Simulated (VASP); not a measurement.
# ZrF2: band structure with PBEsol

The system is ZrF2, a sheet with vacuum.

```
CELL_PARAMETERS angstrom
2.98876 0.00000 0.00000
-1.49438 2.58834 0.00000
0.00000 0.00000 29.71320
ATOMIC_POSITIONS crystal
Zr 0.00000 0.00000 0.26924
F 0.66667 0.33333 0.21936
F 0.33333 0.66667 0.31912
```

The cell was built by a generator and needn't be a form met in nature.

```yaml
Program: VASP 6.6.1
Task: band structure
Functional: PBEsol
Potentials_or_basis: VASP PAW PBE potentials, release 64 (Zr_sv, F)
Cutoff: 520 eV
k_mesh: 7 × 7 × 1
Occupations: fermi-dirac, width 0.05 eV
Spin: no spin polarisation
Dipole_correction: yes
Further_INCAR_settings: ALGO = Normal; EDIFF = 1e-06; NBANDS = 20
```

| Item | Value |
| --- | --- |
| Band gap along the path | none (metal or under the smearing width) |

Levels at the corners of the path, in eV from the Fermi level:
| point | band 11 | band 12 | band 13 | band 14 | band 15 | band 16 |
| --- | --- | --- | --- | --- | --- | --- |
| Γ | -5.73 | -5.73 | -1.13 | 1.07 | 1.07 | 2.37 |
| M | -6.12 | -5.95 | -1.87 | 3.21 | 3.91 | 4.17 |
| M | -6.12 | -5.95 | -1.87 | 3.21 | 3.91 | 4.17 |
| K | -6.51 | -6.35 | 0.81 | 0.81 | 3.13 | 3.99 |
| K | -6.51 | -6.35 | 0.81 | 0.81 | 3.13 | 3.99 |
| Γ | -5.73 | -5.73 | -1.13 | 1.07 | 1.07 | 2.37 |
| Γ | -5.73 | -5.73 | -1.13 | 1.07 | 1.07 | 2.37 |
| A | -5.73 | -5.73 | -1.13 | 1.07 | 1.07 | 2.37 |
| A | -5.73 | -5.73 | -1.13 | 1.07 | 1.07 | 2.37 |
| L | -6.12 | -5.95 | -1.87 | 3.21 | 3.91 | 4.17 |
| L | -6.12 | -5.95 | -1.87 | 3.21 | 3.91 | 4.17 |
| H | -6.51 | -6.35 | 0.81 | 0.81 | 3.13 | 3.99 |
| H | -6.51 | -6.35 | 0.81 | 0.81 | 3.13 | 3.99 |
| A | -5.73 | -5.73 | -1.13 | 1.07 | 1.07 | 2.37 |
| L | -6.12 | -5.95 | -1.87 | 3.21 | 3.91 | 4.17 |
| M | -6.12 | -5.95 | -1.87 | 3.21 | 3.91 | 4.17 |
| K | -6.51 | -6.35 | 0.81 | 0.81 | 3.13 | 3.99 |
| H | -6.51 | -6.35 | 0.81 | 0.81 | 3.13 | 3.99 |

Run time: 4.9 min on 1 thread of AMD EPYC 9R45 (Zen 5), on a shared host, peak memory 0.7 GiB.

Caveat: the log is that of the step along the path at fixed density, whose energy, stress, charges and moments have no meaning.
